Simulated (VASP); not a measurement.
# The (0 0 1) face of ZrBr in VASP

How does the (0 0 1) face of ZrBr behave as a surface? The start is a cell from a database of measured crystal structures.

Method: PBEsol; plane waves and PAW (Zr_sv, Br), in the first sound run; inputs show where later runs differ, in VASP 6.6.1.

This is a report of a sequence of runs, with most program output left out.

## 1. The structure

The structure is trigonal, space group R-3m (No. 166). Conventional cell: a = 3.503 Å, b = 3.503 Å, c = 28.071 Å, α = 90.00°, β = 90.00°, γ = 120.00°. Zr has 3 Br at 2.74 Å nearest. Nearest to Br lie 3 Zr at 2.74 Å. Farther neighbours and most contacts between anions are not listed.

## 2. The bulk reference

The surface energy counts from the bulk crystal, run with the slab's cutoff and functional on a dense mesh.

The input, INCAR:

```
SYSTEM = ZrBr
PREC = Normal
ENCUT = 300
EDIFF = 1E-05
NELM = 120
ISMEAR = 0
SIGMA = 0.05
LREAL = .FALSE.
ALGO = Fast
GGA = PS
NBANDS = 25
LORBIT = 11
LWAVE = .FALSE.
LCHARG = .FALSE.
KPAR = 2
```

The input, POSCAR:

```
ZrBr
1.0
    1.7515500000      1.0112578640      9.3570000000
   -1.7515500000      1.0112578640      9.3570000000
    0.0000000000     -2.0225157280      9.3570000000
Zr Br
2 2
Direct
    0.7908000000      0.7908000000      0.7908000000
    0.2092000000      0.2092000000      0.2092000000
    0.6083000000      0.6083000000      0.6083000000
    0.3917000000      0.3917000000      0.3917000000
```

The input, KPOINTS:

```
Automatic mesh
0
Gamma
14 14 14
0 0 0
```

Potentials, in the order of the species: Zr_sv and Br (PBE family, release 64).

Launch:

```
$ mpirun -np 2 vasp_std
```

Elapsed: 4.8 min, on 2 MPI ranks of Intel Xeon 6975P-C (Granite Rapids), shared host; peak memory 0.9 GiB.

The PAW data sets were made with PBE, which is usual practice but a small mismatch for other functionals.

This step gave:

```
electronic cycles                               : 19
electrons                                       : 38
free energy (TOTEN)                             : -26.01 eV
energy at zero smearing                         : -26.01 eV
Fermi energy                                    : 6.682 eV
labelled metallic, from the levels on this mesh : yes
```

Force by atom:

| atom | x (eV/Å) | y (eV/Å) | z (eV/Å) | size |
| --- | --- | --- | --- | --- |
| Zr1 | 0.000 | 0.000 | 0.423 | 0.423 |
| Zr2 | 0.000 | 0.000 | -0.423 | 0.423 |
| Br3 | 0.000 | 0.000 | 0.044 | 0.044 |
| Br4 | 0.000 | 0.000 | -0.044 | 0.044 |

The bulk cell was not relaxed and keeps forces of up to 0.42 eV/Å. A relaxed slab gains this strain too, so surface energies counted from it come out too low.

Energy at zero smearing: -26.01225 eV.

## 3. Surface relaxation

This step: PBEsol; plane waves and PAW (Br, Zr_sv) (VASP 6.6.1).

System of this step: ZrBr. The cell holds 8 atoms: 4 Br and 4 Zr. Cell: a = 3.503 Å, b = 3.503 Å, c = 30.437 Å, α = 90.0°, β = 90.0°, γ = 120.0°. It derives from ZrBr. The (0 0 1) slab of ZrBr, cut from the database cell. Vacuum lies along c.

The free atoms relax, while those held by selective dynamics keep their cut positions.

Edit INCAR of step 2 so:

```diff
@@ -10,3 +10,3 @@
 GGA = PS
-NBANDS = 25
+NBANDS = 47
 LORBIT = 11
@@ -15 +15,10 @@
 KPAR = 2
+IBRION = 2
+NSW = 40
+ISIF = 2
+EDIFFG = -0.03
+POTIM = 0.4
+MAXMIX = 40
+IDIPOL = 3
+LDIPOL = .TRUE.
+DIPOL = 0.5 0.5 0.5
```

The input, POSCAR:

```
ZrBr
1.0
    3.5031027748      0.0000000000      0.0000000000
   -1.7515513874      3.0337759950      0.0000000000
    0.0000000000      0.0000000000     30.4371786000
Br Zr
4 4
Selective dynamics
Direct
    0.0000000000      0.0000000000      0.2464091700  F F F
    0.0000000000      0.0000000000      0.4461707400  F F F
    0.6666666700      0.3333333300      0.5538292600  T T T
    0.6666666700      0.3333333300      0.7535908300  T T T
    0.3333333300      0.6666666700      0.3070631600  F F F
    0.6666666700      0.3333333300      0.3855167600  F F F
    0.0000000000      0.0000000000      0.6144832400  T T T
    0.3333333300      0.6666666700      0.6929368400  T T T
```

The input, KPOINTS:

```
Automatic mesh
0
Gamma
9 9 1
0 0 0
```

Potentials, in the order of the species: Br and Zr_sv (PBE family, release 64).

Launch:

```
$ mpirun -np 2 vasp_std
```

Elapsed: 45 s, on 2 MPI ranks; peak memory 0.44 GiB.

The run keeps the 6 symmetry operations of its start, so it cannot find a distortion of lower symmetry.

Step by step:

| step | energy less that of the first step (eV) | largest force (eV/Å) |
| --- | --- | --- |
| 1 | 0.0000 | 0.5336 |
| 2 | -0.0126 | 0.0977 |
| 3 | -0.0128 | 0.1245 |
| 4 | -0.0128 | 0.1209 |
| 5 | -0.0137 | 0.0932 |
| 6 | -0.0150 | 0.0271 |

The atoms that moved most (Å):

```csv
atom,dx,dy,dz,length
Zr7,0.000,0.000,0.031,0.031
Zr8,0.000,0.000,-0.027,0.027
Br3,0.000,0.000,0.016,0.016
Br4,0.000,0.000,-0.009,0.009
```

The relaxed structure:

```
Br Zr
1.0
     3.50310    0.00000    0.00000
    -1.75155    3.03378    0.00000
     0.00000    0.00000   30.43718
Br Zr
4 4
Direct
  0.00000 0.00000 0.24641
  0.00000 0.00000 0.44617
  0.66667 0.33333 0.55436
  0.66667 0.33333 0.75330
  0.33333 0.66667 0.30706
  0.66667 0.33333 0.38552
  0.00000 0.00000 0.61549
  0.33333 0.66667 0.69204
```

Numbers from this step:

```yaml
electronic_cycles: 49
electrons: 76
free_energy_toten: -52.0309 eV
energy_at_zero_smearing: -52.0294 eV
fermi_energy: 2.731 eV
dipole_moment: 0, 0, -0.003035 e·Å
```

The run ended after 6 ionic steps, 0.015 eV below its first step, once the forces on the free atoms met EDIFFG = -0.03.

Only the dipole across the slab is computed (IDIPOL = 3); zeros along the plane are no results.

## 4. Potential and states of the slab

A static run writes the electrostatic potential without exchange and correlation (LVHAR), which is flat in the vacuum and gives the level to count from. The dipole correction cancels the field that unlike faces would set up across the vacuum.

The input, INCAR:

```
SYSTEM = ZrBr
PREC = Normal
ENCUT = 300
EDIFF = 1E-06
NELM = 120
ISMEAR = 0
SIGMA = 0.05
LREAL = .FALSE.
ALGO = Fast
GGA = PS
NBANDS = 59
LORBIT = 11
LWAVE = .TRUE.
LCHARG = .TRUE.
IDIPOL = 3
LDIPOL = .TRUE.
DIPOL = 0.5 0.5 0.5
LVHAR = .TRUE.
LVACPOTAV = .TRUE.
LELF = .TRUE.
NEDOS = 1500
```

The input, POSCAR:

```
ZrBr
1.0
    3.5031027748      0.0000000000      0.0000000000
   -1.7515513874      3.0337759950      0.0000000000
    0.0000000000      0.0000000000     30.4371786000
Br Zr
4 4
Direct
    0.0000000000      0.0000000000      0.2464091700
    0.0000000000      0.0000000000      0.4461707400
    0.6666666700      0.3333333300      0.5543628452
    0.6666666700      0.3333333300      0.7532993851
    0.3333333300      0.6666666700      0.3070631600
    0.6666666700      0.3333333300      0.3855167600
    0.0000000000      0.0000000000      0.6154868864
    0.3333333300      0.6666666700      0.6920394503
```

KPOINTS is that of step 3.

The input, KPOINTS_OPT:

```
Line mode
14
Line-mode
Reciprocal
  0.00000000   0.00000000   0.00000000 GAMMA
  0.50000000   0.00000000   0.00000000 M

  0.50000000   0.00000000   0.00000000 M
  0.33333333   0.33333333   0.00000000 K

  0.33333333   0.33333333   0.00000000 K
  0.00000000   0.00000000   0.00000000 GAMMA
```

Launch:

```
$ mpirun -np 2 vasp_std
```

The job ended after 67 s (2 MPI ranks; peak memory 0.4 GiB).

Numbers from this step:

```yaml
electronic_cycles: 29
energy_at_zero_smearing: -52.0295 eV
dos_at_the_fermi_level: 1.868 states/eV/cell
dipole_moment: 0, 0, -0.003223 e·Å
vacuum_levels: 6.255, 6.31 eV
work_functions_of_the_upper_and_lower_face: 3.524, 3.579 eV
```

The electronic bands at the labelled points (eV, zero at the Fermi level; # counts the bands kept):

| point | #15 | #16 | #17 | #18 | #19 | #20 | #21 | #22 |
| --- | --- | --- | --- | --- | --- | --- | --- | --- |
| Γ | -1.84 | -1.54 | 0.12 | 0.12 | 0.28 | 0.28 | 0.60 | 0.63 |
| 0.54 of the way | -1.69 | -1.53 | -0.93 | -0.78 | 0.36 | 0.38 | 0.52 | 0.70 |
| M | -1.23 | -1.23 | -1.11 | -1.07 | 0.00 | 0.02 | 0.81 | 1.01 |
| 0.46 of the way | -1.24 | -1.14 | -1.12 | -1.00 | 0.52 | 0.57 | 0.75 | 0.95 |
| K | -1.13 | -1.13 | -1.01 | -1.01 | 0.93 | 1.06 | 1.18 | 1.29 |
| 0.46 of the way | -1.58 | -1.43 | -1.12 | -0.98 | 0.70 | 0.83 | 0.94 | 0.99 |
| Γ | -1.84 | -1.54 | 0.12 | 0.12 | 0.28 | 0.28 | 0.60 | 0.63 |

Of the projections kept (Br, Zr), the largest for each band there; the rest of the weight can lie on other orbitals:

```
point      #15      #16      #17      #18      #19      #20      #21      #22
    Γ  Zr 0.80  Zr 0.73  Zr 0.94  Zr 0.94  Zr 0.94  Zr 0.94  Zr 0.94  Zr 0.94
    M  Zr 0.96  Zr 0.81  Zr 0.96  Zr 0.80  Zr 0.95  Zr 0.95  Zr 0.87  Zr 0.87
    K  Zr 0.96  Zr 0.96  Zr 0.96  Zr 0.96  Zr 0.84  Zr 0.83  Zr 0.83  Zr 0.82
    Γ  Zr 0.80  Zr 0.73  Zr 0.94  Zr 0.94  Zr 0.94  Zr 0.94  Zr 0.94  Zr 0.94
```

The density of states has structure finer than the step of the table below, so its rows give means over 1 eV, whole bins alone (the curve runs from -12.0 to 7.89 eV). Peaks (eV: height): total -5.4: 15.6, -5.2: 16.7, 1.0: 14.8, 3.4: 18.6; Br s 3.4: 0.2, 4.0: 0.245, 4.2: 0.243, 5.2: 0.261; Br p -6.5: 6.24, -5.4: 7.94, -5.2: 8.73, -4.3: 6.57; Zr s -2.0: 0.638, -1.1: 0.448, 4.8: 0.763, 5.1: 0.890; Zr p -2.0: 0.374, -1.1: 0.645, 5.3: 0.318, 5.5: 0.288.

Means over bins of 0.083 eV. The density of states by energy, zero at the Fermi level; means over each step; values in states/eV/cell:

```csv
energy (eV),total,Br s,Br p,Zr s,Zr p,Zr d
-8,0,0,0,0,0,0
-7,3.45,0.00706,1.57,0.0705,0.0365,0.121
-6,7.02,0.0546,3.31,0.195,0.0718,0.298
-5,8.64,0.0642,4.55,0.0937,0.0924,0.579
-4,4.88,0.00567,2.88,0.0133,0.0222,0.393
-3,0.0251,2.6e-4,0.00885,0.00196,6.6e-4,0.00113
-2,5.55,0.00446,0.407,0.227,0.156,1.93
-1,5.99,0.00216,0.204,0.172,0.223,2.55
0,2.82,0.00665,0.0608,0.0184,0.0103,1.73
1,9.10,0.0323,0.553,0.0536,0.0392,5.54
2,6.22,0.0499,0.324,0.0218,0.0322,3.97
3,9.08,0.111,0.298,0.0362,0.0581,6.12
4,6.01,0.144,0.305,0.0828,0.0820,3.01
5,6.49,0.126,0.328,0.469,0.163,1.10
6,4.13,0.0570,0.187,0.192,0.144,0.544
7,0.592,0.00724,0.0282,0.0151,0.0263,0.0745
```

The planar average of the electrostatic potential oscillates, so the rows of the table below give means over windows of 2.17 Å about each position, cut where the curve ends. Its maxima inside the range that stand out by 2 % of the span (Å: eV): 8.4: -4.36, 10.5: -0.257, 12.7: -4.35, 15.2: 3.07, 17.7: -4.23, 19.9: -0.713, 22.1: -4.17. Its minima: 7.6: -10.8, 9.3: -15.5, 11.7: -15.6, 13.5: -10.8, 17.0: -10.8, 18.7: -15.6, 21.1: -15.6, 22.8: -10.8.

Zero at the Fermi level. Table of planar average of the electrostatic potential by height; means over each step:

```
height (Å)  planar average of the electrostatic potential (eV)
      1.08                                                3.58
      3.25                                                3.58
      5.42                                                3.26
      7.59                                               -6.73
      9.77                                               -8.48
     11.93                                               -9.82
     14.11                                               -4.37
     16.27                                               -4.02
     18.45                                               -10.0
     20.62                                               -8.66
     22.79                                               -6.92
     24.95                                                3.15
     27.12                                                3.52
     29.30                                                3.53
```

Density of states in the PAW spheres, an atom over height of the layer and energy from the Fermi level.

Values in states/eV, 22 rows by 8 columns, each cell a mean:
```
0.06 0.93 0.95 0.06 0.07 0.95 0.94 0.07
0.02 0.27 0.27 0.02 0.02 0.29 0.29 0.02
0.01 0.15 0.15 0.01 0.01 0.11 0.12 0.01
0.06 0.68 0.67 0.06 0.03 0.33 0.33 0.03
0.07 0.98 0.97 0.07 0.11 1.26 1.26 0.11
0.07 0.83 0.83 0.08 0.07 0.77 0.77 0.06
0.19 0.70 0.70 0.18 0.17 0.88 0.90 0.18
0.03 0.07 0.08 0.04 0.09 0.30 0.29 0.09
0.00 0.00 0.00 0.00 0.00 0.00 0.00 0.00
0.00 0.00 0.00 0.00 0.00 0.00 0.00 0.00
0.17 0.03 0.02 0.16 0.15 0.02 0.02 0.16
0.71 0.10 0.10 0.66 0.63 0.09 0.10 0.68
1.07 0.16 0.16 1.05 1.03 0.15 0.15 1.04
0.70 0.10 0.11 0.76 0.79 0.11 0.10 0.73
1.03 0.17 0.25 1.46 1.32 0.23 0.13 0.80
1.80 0.31 0.23 1.32 1.40 0.25 0.34 1.95
0.91 0.16 0.10 0.60 0.63 0.11 0.15 0.90
0.67 0.11 0.10 0.70 0.67 0.10 0.12 0.74
0.76 0.11 0.14 0.93 0.99 0.14 0.10 0.70
0.19 0.03 0.04 0.29 0.32 0.04 0.04 0.31
0.00 0.00 0.00 0.00 0.00 0.00 0.00 0.00
0.00 0.00 0.00 0.00 0.00 0.00 0.00 0.00
```
Columns: height of the layer (Å) from 7.5 to 22.9 (not evenly spaced); rows upwards: energy from the Fermi level (eV) from -7.9 to 0.5.

Force by atom:

| atom | x (eV/Å) | y (eV/Å) | z (eV/Å) | size |
| --- | --- | --- | --- | --- |
| Br1 | 0.000 | 0.000 | -0.103 | 0.103 |
| Br2 | 0.000 | 0.000 | 0.067 | 0.067 |
| Br3 | 0.000 | 0.000 | 0.028 | 0.028 |
| Br4 | 0.000 | 0.000 | -0.017 | 0.017 |
| Zr5 | 0.000 | 0.000 | 0.519 | 0.519 |
| Zr6 | 0.000 | 0.000 | -0.530 | 0.530 |
| Zr7 | 0.000 | 0.000 | 0.018 | 0.018 |
| Zr8 | 0.000 | 0.000 | 0.017 | 0.017 |

ELF in the ca plane at fractional y = 0.000, with atoms of Br and Zr within 0.2 Å of it. It is the smooth field of the valence electrons, not physical close to the nuclei.

Ten even steps from '0' (0.00) to '9' (0.89), each cell a mean:
```
00000000000001258998789622356632269878997100
00000000000000147999998411245421148999984001
00000000000200014678874111234321114788751014
00000000000000000123321122222222211233210037
00000000000000000001110123212123210111000037
00000000000000002456653112223222112566530025
00000000000000136899997311235421126999973002
00000000000010258999898521356531258989996100
00000000000000258997579632467642369857998100
```
Columns run along c (16.0 Å, from fractional 0.01 to 0.54 of the cell), rows up along a (3.5 Å). Atoms in or near the plane, at fractional coordinates: Br at (0.25, 0.00), Br at (0.45, 0.00).

Valence density in the ca plane at fractional y = 0.000, with atoms of Br and Zr within 0.2 Å of it. It is the smooth field of the valence electrons, not physical close to the nuclei.

Values in units of 1e-1 e/Å³, 5 rows by 16 columns, each cell a mean:
```
0.0 0.0 0.0 0.0 0.0 0.5 7.3 8.6 3.4 1.2 1.3 1.4 6.9 8.7 3.5 0.3
0.0 0.0 0.0 0.0 0.0 0.2 2.0 4.0 2.3 2.4 1.8 2.6 2.7 3.9 0.9 0.7
0.0 0.0 0.0 0.0 0.0 0.1 0.6 1.3 2.6 3.6 2.1 4.1 1.6 1.1 0.3 1.0
0.0 0.0 0.0 0.0 0.0 0.2 3.4 6.3 2.4 1.9 1.6 2.0 3.8 6.3 1.4 0.6
0.0 0.0 0.0 0.0 0.0 0.6 7.9 6.5 3.8 1.1 1.2 1.3 7.5 6.3 4.2 0.3
```
Columns run along c (16.0 Å, from fractional 0.01 to 0.54 of the cell), rows up along a (3.5 Å). Atoms in or near the plane, at fractional coordinates: Br at (0.25, 0.00), Br at (0.45, 0.00).

Electrostatic potential energy in the ca plane at fractional y = 0.000, with atoms of Br and Zr within 0.2 Å of it. With pseudopotentials it is smooth inside the atoms' cores, unlike the true potential.

Ten even steps from '0' (-50 eV) to '9' (6 eV), each cell a mean:
```
99999999999999999600017999999999985000289999
99999999999999999852258999999999987412699999
99999999999999999998888888899988888888999999
99999999999999999999998877889877789999999999
99999999999999999999998766889876789999999999
99999999999999999999998878899987889999999999
99999999999999999976688888999998888756899999
99999999999999999720028999999999986100489999
99999999999999999501106999999999984010179999
```
Columns run along c (16.0 Å, from fractional 0.01 to 0.54 of the cell; values clipped at the 3rd and 97th percentile), rows up along a (3.5 Å). Atoms in or near the plane, at fractional coordinates: Br at (0.25, 0.00), Br at (0.45, 0.00).

The density of states holds every band computed, so its fall toward the upper end of the range is no gap.

The map of layer states is cut here 0.5 eV above the Fermi level, so it leaves out the states above that.

The vacuum level lies 3.52 eV above the Fermi level at the upper face; the two faces differ by 0.05 eV, the step that the slab's dipole of -0.003 e·Å makes.

The program found no field-free point at its default tolerance, but its printed level agrees with the flat part of the planar average.

On this mesh the fine structure of the density of states is sampling noise, and high empty states may be cut by the number of bands.

## 5. Tunnelling image, filled states within 1 eV

A partial density over this window, at constant height above the top atom, is the Tersoff-Hamann picture of a tunnelling image.

The input, INCAR:

```
SYSTEM = ZrBr
PREC = Normal
ENCUT = 300
EDIFF = 1E-05
NELM = 120
ISMEAR = 0
SIGMA = 0.05
LREAL = .FALSE.
ALGO = Fast
GGA = PS
NBANDS = 60
LWAVE = .FALSE.
LCHARG = .FALSE.
ISTART = 1
LPARD = .TRUE.
NBMOD = -3
EINT = -1 0
LSEPB = .FALSE.
LSEPK = .FALSE.
```

POSCAR is that of step 4.

KPOINTS is that of step 4.

The WAVECAR or CHGCAR of an earlier step is read.

Launch:

```
$ mpirun -np 2 vasp_std
```

Run time: 1.4 s. Hardware: 2 MPI ranks.

Local density of states in the window along a and b. Constant height, 2.5 Å above the top atom.

Ten even steps from '_' (4.41 × 1e-6 e/Å³) to '@' (7.68 × 1e-6 e/Å³), each cell a mean:
```
====================++++++++++++++++++++++++====================
================================================================
++======----------::::::::::::::::::::::--------========++++++++
++======----::::::..................::::::------====++++++++++++
++====----::::....______________......::::----====++++++****++++
++++==----::....__________________..::::--====++++************++
++++==--::::..__________________..::::--==++++******######******
**++==--::....________________..::--==++++****################**
**++==--::....____________....::--==++****####%%%%%%%%%%%%######
**++==--::....__________..::--==++****####%%%%@@@@@@@@@@%%%%####
**++==--::....______....::--==++**####%%%%@@@@@@@@@@@@@@%%%%####
**++==--::::........::--====++**##%%%%@@@@@@@@@@@@@@@@@@@@%%####
**++==----::::::::::--==++****##%%%%@@@@@@@@@@@@@@@@@@@@@@%%####
**++==----::::::----==++**####%%@@@@@@@@@@@@@@@@@@@@@@@@%%%%####
++++==----------====++**####%%@@@@@@@@@@@@@@@@@@@@@@@@@@%%%%##**
++====------======++**####%%%%@@@@@@@@@@@@@@@@@@@@@@@@%%%%####**
++============++++****##%%%%@@@@@@@@@@@@@@@@@@@@@@@@%%%%####**++
++==========++++****####%%%%@@@@@@@@@@@@@@@@@@@@@@%%%%####****++
++========++++++****####%%%%%%@@@@@@@@@@@@@@%%%%%%####******++++
========++++++********####%%%%%%%%%%%%%%%%%%%%######******++++++
========++++++++********######################******++++++++++==
========++++++++++++**************************++++++++++++======
```
Columns: along a (fractional) from 0 to 0.969; rows upwards: along b (fractional) from 0 to 0.969.

Partial charge density in the ca plane at fractional y = 0.000, with atoms of Br and Zr within 0.2 Å of it. It is the smooth field of the valence electrons, not physical close to the nuclei.

Ten steps, logarithmic in the rise over the least value, from '0' (-0.39 × 1e-2 Å⁻³) to '9' (4.32 × 1e-2 Å⁻³), each cell a mean:
```
44444444444444455665566666777776666655665544
44444444444444455666665678888887765666655444
44444444444444445556656789988999876566555445
44444444444444445555567899999999987655554445
44444444444444444555567999999999987655554445
44444444444444445555567899999999976555555445
44444444444444455566656788888888765666655444
44444444444444455666666667777777666666655544
44444444444444455660476666667666666613665544
```
Columns run along c (16.0 Å, from fractional 0.01 to 0.54 of the cell), rows up along a (3.5 Å). Atoms in or near the plane, at fractional coordinates: Br at (0.25, 0.00), Br at (0.45, 0.00).

Shared out to the nearest atoms, the partial charge density (by size) has 89 % on Zr; its largest share on one atom is 33 % (Zr6), and it takes 4 of the 8 atoms to pass 80 %.

Between its 5th and 95th percentile the partial density varies by a factor of 1.6, which sets the contrast of the image.

## 6. Derived quantities

This step: slab, PBEsol; plane waves and PAW (VASP 6.6.1).

Derived from the runs above.

## 7. Summary of results

| Item | Value |
| --- | --- |
| work function of the slab | 3.52 eV |

**Reading.** The work function is 3.52 eV at the upper face and 3.58 eV at the lower, which was held as cut. The crystal is layered and no dispersion term is used, so the spacing and binding between its layers, and what hangs on them, are unreliable. The atom that ends on top (Br) moved inwards by 0.01 Å. The surface energy came out under 0.02 J/m² against an unrelaxed bulk reference and is left out as unreliable. The cell in the plane was kept as given and was not relaxed here.

[Lines on the potential files, build, host, timing and source positions are cut from VASP's logs without a mark.]

[Logs are printed without paths, hosts, clocks, repeated set-up lines and the standing remarks that a program may print on its own settings, such as how far it seeks lower states.]

[Hosts, paths, dates, database ids (printed as entryN), source tags and the programs' standing remarks are cut or masked in the printed files.]

[In band tables of VASP the shares of atoms and orbitals are scaled to a sum of 1 inside the atoms' spheres.]

[Runs that stopped without an error message from VASP are left out.]
